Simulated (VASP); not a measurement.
These are r2SCAN meta-GGA with spin-orbit coupling, VASP's PBE PAW potentials (set 64) (plane waves; VASP) values and carry that method's errors.

VASP input:

### KPOINTS
```
Automatic
0
gamma
12 12 7
0 0 0
```

File KPOINTS_OPT:
```
k-points along high-symmetry lines
5
Line-mode
Reciprocal
  0.000000   0.000000   0.000000 ! GAMMA
  0.000000   0.500000   0.000000 ! M

  0.000000   0.500000   0.000000 ! M
 -0.333333   0.666667   0.000000 ! K

 -0.333333   0.666667   0.000000 ! K
  0.000000   0.000000   0.000000 ! GAMMA

  0.000000   0.000000   0.000000 ! GAMMA
  0.000000   0.000000   0.500000 ! A

  0.000000   0.000000   0.500000 ! A
  0.000000   0.500000   0.500000 ! L

  0.000000   0.500000   0.500000 ! L
 -0.333333   0.666667   0.500000 ! H

 -0.333333   0.666667   0.500000 ! H
  0.000000   0.000000   0.500000 ! A

  0.000000   0.500000   0.500000 ! L
  0.000000   0.500000   0.000000 ! M

 -0.333333   0.666667   0.500000 ! H
 -0.333333   0.666667   0.000000 ! K
```

INCAR:
```
SYSTEM = Zr
PREC = Accurate
ENCUT = 400
EDIFF = 1E-6
NELM = 100
ALGO = Normal
LREAL = .FALSE.
LASPH = .TRUE.
ISMEAR = 0
SIGMA = 0.05
METAGGA = R2SCAN
LMIXTAU = .TRUE.
LMAXMIX = 4
LWAVE = .FALSE.
LCHARG = .FALSE.
LSORBIT = .TRUE.
MAGMOM = 0 0 0 0 0 0
GGA_COMPAT = .FALSE.
```

**POSCAR**
```
Zr
1
    1.6219689990    -2.8093326597     0.0000000000
    1.6219689990     2.8093326597    -0.0000000000
   -0.0000000000    -0.0000000000     5.1505613461
Zr
2
Direct
  0.3333330000   0.6666670000   0.2500000000
  0.6666670000   0.3333330000   0.7500000000
```

POTCAR, in this order: Zr_sv (PBE.64 set). Program: vasp_ncl.

What VASP printed:

### OUTCAR
```
 ion  position               nearest neighbor table
   1  0.333  0.667  0.250-   2 3.18   2 3.18   2 3.18   2 3.18   2 3.18   2 3.18
   2  0.667  0.333  0.750-   1 3.18   1 3.18   1 3.18   1 3.18   1 3.18   1 3.18
  LATTYP: Found a hexagonal cell.
 ALAT       =     3.2439379505
 C/A-ratio  =     1.5877496502
 Subroutine PRICEL returns:
 Original cell was already a primitive cell.
 Subroutine GETGRP returns: Found 24 space group operations
The static configuration has the point symmetry D_3d.
 The point group associated with its full space group is D_6h.
The dynamic configuration has the point symmetry D_3d.
The overall configuration has the point symmetry D_3d.
 Subroutine INISYM returns: Found 24 space group operations
 Subroutine IBZKPT returns following result:
 Found     76 irreducible k-points:

 Following reciprocal coordinates:
            Coordinates               Weight
  0.000000  0.000000  0.000000      1.000000
  0.083333 -0.000000  0.000000      6.000000
  0.166667 -0.000000  0.000000      6.000000
  0.250000 -0.000000  0.000000      6.000000
  0.333333 -0.000000  0.000000      6.000000
  0.416667 -0.000000  0.000000      6.000000
...
```

File OSZICAR:
```
       N       E                     dE             d eps       ncg     rms          rms(c)
DAV:   1     0.178468355489E+03    0.17847E+03   -0.11516E+04  4936   0.127E+03
DAV:   2    -0.363634600771E+02   -0.21483E+03   -0.20775E+03  5648   0.415E+02
DAV:   3    -0.574472540963E+02   -0.21084E+02   -0.20378E+02  8424   0.829E+01
DAV:   4    -0.590007522470E+02   -0.15535E+01   -0.15455E+01  7088   0.230E+01
DAV:   5    -0.590681857045E+02   -0.67433E-01   -0.67420E-01  7120   0.370E+00    0.178E+01
DAV:   6    -0.435205018471E+02    0.15548E+02   -0.10051E+01  6256   0.226E+01    0.454E+00
DAV:   7    -0.440430816312E+02   -0.52258E+00   -0.15912E+00  5096   0.116E+01    0.135E+00
DAV:   8    -0.459525725794E+02   -0.19095E+01   -0.69109E-01  5144   0.938E+00    0.779E-01
DAV:   9    -0.451320592173E+02    0.82051E+00   -0.98423E-01  4920   0.998E+00    0.683E-01
DAV:  10    -0.451253078989E+02    0.67513E-02   -0.18020E-01  5184   0.364E+00    0.740E-01
DAV:  11    -0.456364099174E+02   -0.51110E+00   -0.28543E-01  5152   0.427E+00    0.381E-01
DAV:  12    -0.456330372915E+02    0.33726E-02   -0.14003E-02  6792   0.878E-01    0.270E-01
DAV:  13    -0.456296166482E+02    0.34206E-02   -0.11909E-02  5104   0.100E+00    0.116E-01
DAV:  14    -0.456327538492E+02   -0.31372E-02   -0.79416E-03  5152   0.867E-01    0.766E-02
DAV:  15    -0.456336637277E+02   -0.90988E-03   -0.23392E-03  5384   0.384E-01    0.565E-02
DAV:  16    -0.456340120274E+02   -0.34830E-03   -0.62052E-04  5776   0.227E-01    0.278E-02
DAV:  17    -0.456340624584E+02   -0.50431E-04   -0.55247E-05  7216   0.542E-02    0.252E-02
DAV:  18    -0.456340851610E+02   -0.22703E-04   -0.22635E-05  5376   0.451E-02    0.108E-02
DAV:  19    -0.456341036881E+02   -0.18527E-04   -0.37987E-05  5400   0.514E-02    0.345E-03
DAV:  20    -0.456341273577E+02   -0.23670E-04   -0.37206E-06  4496   0.170E-02    0.375E-03
DAV:  21    -0.456341143649E+02    0.12993E-04   -0.13405E-06  4016   0.107E-02    0.263E-03
DAV:  22    -0.456341150602E+02   -0.69531E-06   -0.85195E-07  3688   0.787E-03
   1 F= -.45634115E+02 E0= -.45632307E+02  d E =-.361701E-02  mag=     0.0000     0.0000     0.0000
       N       E                     dE             ncg
```

**OUTCAR**
```
------------------------ aborting loop because EDIFF is reached ----------------------------------------
  FORCE on cell =-STRESS in cart. coord.  units (eV):
  Direction    XX          YY          ZZ          XY          YZ          ZX
  --------------------------------------------------------------------------------------
  Total       -0.0075552     -0.0075552     -0.0010167      0.0000000      0.0000000      0.0000000
  in kB       -0.2578854     -0.2578854     -0.0347030      0.0000000      0.0000000      0.0000000
  external PRESSURE =      -0.1834912 kB  Pullay stress =       0.0000000 kB
  volume of cell :       46.94
      direct lattice vectors                 reciprocal lattice vectors
     1.621968999 -2.809332660  0.000000000     0.308267298 -0.177978211  0.000000000
     1.621968999  2.809332660  0.000000000     0.308267298  0.177978211  0.000000000
     0.000000000  0.000000000  5.150561346     0.000000000  0.000000000  0.194153595
 POSITION                                       TOTAL-FORCE (eV/Angst)
 -----------------------------------------------------------------------------------
      1.62197      0.93645      1.28764         0.000000      0.000000     -0.000000
      1.62197     -0.93645      3.86292        -0.000000      0.000000      0.000000
 -----------------------------------------------------------------------------------
    total drift:                               -0.000147      0.000000      0.000000
  FREE ENERGIE OF THE ION-ELECTRON SYSTEM (eV)
  ---------------------------------------------------
  free  energy   TOTEN  =       -45.6341150602 eV

  energy  without entropy=      -45.6304980492  energy(sigma->0) =      -45.63230655

 Ion:    1  E_soc:     -0.1360392

 Ion:    2  E_soc:     -0.1360392
```
(Selected blocks of OUTCAR.)

File OUTCAR:
```
 val. band max:        8.9543598667   @ k =   0.3333   0.2500   0.4286

 cond. band min:       8.9742726278   @ k =   0.3333   0.1667   0.4286


 Fermi energy:         8.9689166204

 k-point     1 :       0.0000    0.0000    0.0000
  band No.  band energies     occupation
      1     -41.6237      1.00000
      2     -41.6237      1.00000
      3     -41.4604      1.00000
      4     -41.4604      1.00000
      5     -20.1350      1.00000
      6     -20.1350      1.00000
      7     -19.6275      1.00000
      8     -19.6275      1.00000
      9     -18.5206      1.00000
     10     -18.5206      1.00000
     11     -17.9999      1.00000
     12     -17.9999      1.00000
     13     -17.8493      1.00000
     14     -17.8493      1.00000
     15     -17.8487      1.00000
     16     -17.8487      1.00000
     17       2.9556      1.00000
     18       2.9556      1.00000
     19       5.7743      1.00000
     20       5.7743      1.00000
     21       9.8689      0.00000
     22       9.8689      0.00000
     23       9.9696      0.00000
     24       9.9696      0.00000
     25       9.9763      0.00000
     26       9.9763      0.00000
     27      10.1101      0.00000
     28      10.1101      0.00000
     29      10.6055      0.00000
     30      10.6055      0.00000
     31      10.7208      0.00000
     32      10.7208      0.00000

 k-point     2 :       0.0833   -0.0000    0.0000
  band No.  band energies     occupation
      1     -41.6155      1.00000
      2     -41.6155      1.00000
      3     -41.4571      1.00000
      4     -41.4571      1.00000
      5     -20.1325      1.00000
      6     -20.1325      1.00000
      7     -19.6500      1.00000
      8     -19.6500      1.00000
      9     -18.5275      1.00000
     10     -18.5275      1.00000
     11     -18.0294      1.00000
     12     -18.0294      1.00000
     13     -17.8899      1.00000
     14     -17.8899      1.00000
     15     -17.8584      1.00000
     16     -17.8584      1.00000
...
```

The compound is Zr in the hcp structure. It was relaxed first.
